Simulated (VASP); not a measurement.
OSZICAR of a VASP run on KI (rock salt):

### OSZICAR
```
       N       E                     dE             d eps       ncg     rms          rms(c)
DAV:   1     0.892540727686E+02    0.89254E+02   -0.62093E+03   384   0.105E+03
DAV:   2     0.267520541013E+00   -0.88987E+02   -0.84570E+02   472   0.244E+02
DAV:   3    -0.535346260187E+01   -0.56210E+01   -0.55990E+01   500   0.550E+01
DAV:   4    -0.563647111494E+01   -0.28301E+00   -0.28282E+00   704   0.110E+01
DAV:   5    -0.563804560865E+01   -0.15745E-02   -0.15745E-02   488   0.902E-01    0.305E+00
DAV:   6    -0.555509588102E+01    0.82950E-01   -0.12174E-01   464   0.222E+00    0.221E+00
DAV:   7    -0.555086687881E+01    0.42290E-02   -0.13362E-01   476   0.209E+00    0.803E-01
DAV:   8    -0.555617799435E+01   -0.53111E-02   -0.14531E-02   480   0.894E-01    0.107E-01
DAV:   9    -0.555664886710E+01   -0.47087E-03   -0.90866E-04   496   0.203E-01    0.709E-02
DAV:  10    -0.555687088507E+01   -0.22202E-03   -0.21958E-04   460   0.101E-01    0.204E-02
DAV:  11    -0.555689301116E+01   -0.22126E-04   -0.39395E-05   480   0.396E-02    0.118E-02
DAV:  12    -0.555689411987E+01   -0.11087E-05   -0.43481E-06   464   0.177E-02    0.106E-02
DAV:  13    -0.555689446432E+01   -0.34445E-06   -0.82537E-07   360   0.644E-03
   1 F= -.55568945E+01 E0= -.55568945E+01  d E =-.555689E+01
       N       E                     dE             d eps       ncg     rms          rms(c)
DAV:   1    -0.561332898097E+01   -0.56435E-01   -0.11336E+00   456   0.101E+01    0.154E+00
DAV:   2    -0.557426898761E+01    0.39060E-01   -0.92570E-02   520   0.276E+00    0.599E-01
DAV:   3    -0.556244235614E+01    0.11827E-01   -0.32056E-02   684   0.139E+00    0.485E-01
DAV:   4    -0.556260889927E+01   -0.16654E-03   -0.68638E-04   676   0.158E-01    0.205E-01
DAV:   5    -0.556260929988E+01   -0.40061E-06   -0.13016E-03   724   0.203E-01    0.355E-02
DAV:   6    -0.556260351193E+01    0.57879E-05   -0.87923E-06   544   0.282E-02    0.204E-02
DAV:   7    -0.556260200929E+01    0.15026E-05   -0.64153E-06   624   0.173E-02    0.223E-03
DAV:   8    -0.556260185733E+01    0.15197E-06   -0.20598E-07   300   0.501E-03
   2 F= -.55626019E+01 E0= -.55626019E+01  d E =-.570739E-02
       N       E                     dE             d eps       ncg     rms          rms(c)
DAV:   1    -0.566195228500E+01   -0.99350E-01   -0.21689E+00   436   0.138E+01    0.220E+00
DAV:   2    -0.558700048334E+01    0.74952E-01   -0.17901E-01   524   0.378E+00    0.833E-01
DAV:   3    -0.556439956408E+01    0.22601E-01   -0.58513E-02   684   0.187E+00    0.680E-01
DAV:   4    -0.556457630630E+01   -0.17674E-03   -0.15480E-03   692   0.207E-01    0.295E-01
DAV:   5    -0.556459360391E+01   -0.17298E-04   -0.25181E-03   724   0.281E-01    0.520E-02
DAV:   6    -0.556458081153E+01    0.12792E-04   -0.19547E-05   588   0.400E-02    0.285E-02
DAV:   7    -0.556457871184E+01    0.20997E-05   -0.11147E-05   680   0.225E-02    0.384E-03
DAV:   8    -0.556457857349E+01    0.13835E-06   -0.38977E-07   316   0.631E-03
   3 F= -.55645786E+01 E0= -.55645786E+01  d E =-.768411E-02
       N       E                     dE             d eps       ncg     rms          rms(c)
DAV:   1    -0.556821149145E+01   -0.36328E-02   -0.77889E-02   460   0.260E+00    0.378E-01
DAV:   2    -0.556546433804E+01    0.27472E-02   -0.62771E-03   504   0.721E-01    0.150E-01
DAV:   3    -0.556466643138E+01    0.79791E-03   -0.24056E-03   668   0.383E-01    0.119E-01
DAV:   4    -0.556469706873E+01   -0.30637E-04   -0.66032E-05   620   0.584E-02    0.462E-02
DAV:   5    -0.556470626264E+01   -0.91939E-05   -0.78884E-05   716   0.503E-02    0.948E-03
DAV:   6    -0.556470667164E+01   -0.40900E-06   -0.48245E-07   312   0.744E-03
   4 F= -.55647067E+01 E0= -.55647067E+01  d E =-.781221E-02
```

Problem. Which electronic solver shows in the log?

Solution. It is blocked Davidson (ALGO = Normal, or the opening steps of other solvers). The INCAR had ALGO = Normal.

Problem. Can the final energy be trusted as converged?

Solution. The run converged. It stopped with EDIFF = 1E-6, NELM = 100, NSW = 60 and EDIFFG = -0.01 after 4 ionic steps (PBE GGA, plane waves, VASP's PBE PAW potentials (set 64)). Energy and stress use the plane-wave basis of the starting cell.

The compound is KI in the rock salt structure. This run relaxes it. Symmetry was kept, so distortions that lower it aren't found.
